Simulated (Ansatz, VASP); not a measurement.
Code comparison for CsCdCl₃ (Pm-3m, 5 atoms in the cell)

Self-consistent single point.

```
CELL_PARAMETERS angstrom
      5.32020     0.00000     0.00000
      0.00000     5.32020     0.00000
      0.00000     0.00000     5.32020
ATOMIC_POSITIONS crystal
  Cs 0.00000 0.00000 0.00000
  Cd 0.50000 0.50000 0.50000
  Cl 0.00000 0.50000 0.50000
  Cl 0.50000 0.00000 0.50000
  Cl 0.50000 0.50000 0.00000
```

Shared settings, as Ansatz (a program for electronic structure) writes them: kpoints.mp_grid.grid = 5 5 5; magnetization.spin_orbit = true; scf.occupations.method = fixed. Potentials and cutoffs stand in the table.

```
code                                                                model  pressure (GPa)  gap on the mesh (eV)   cutoff
------  -----------------------------------------------------------------  --------------  --------------------  -------
Ansatz       LDA (PW92) with spin-orbit coupling, PAW files made with PBE           -3.80                 1.486  30.9 Ry
VASP    LDA (PZ), spin-orbit coupling, VASP's LDA PAW potentials (set 64)           -3.84                 1.502   300 eV
```

Gaps are read on the mesh.

The spread over the programs that give each value: pressure within 0.04 GPa; gap on the mesh within 0.016 eV.

Ansatz's pressure is given at a fixed set of plane waves, as the other plane-wave codes print theirs. The same LDA comes in different parametrisations, which differ slightly.

VASP's run is marked for a possible Pulay error in its stress at this cutoff; no cutoff test was made.

VASP ran the fixed occupations as a Gaussian smearing of 0.01 eV.

The starting cell comes from a database of computed structures (which also holds hypothetical and non-ambient phases and stackings), without a prior relaxation at this level. Its lattice was rescaled by a random factor within 2.5 % of one.

Keys are those of Ansatz 0.2.
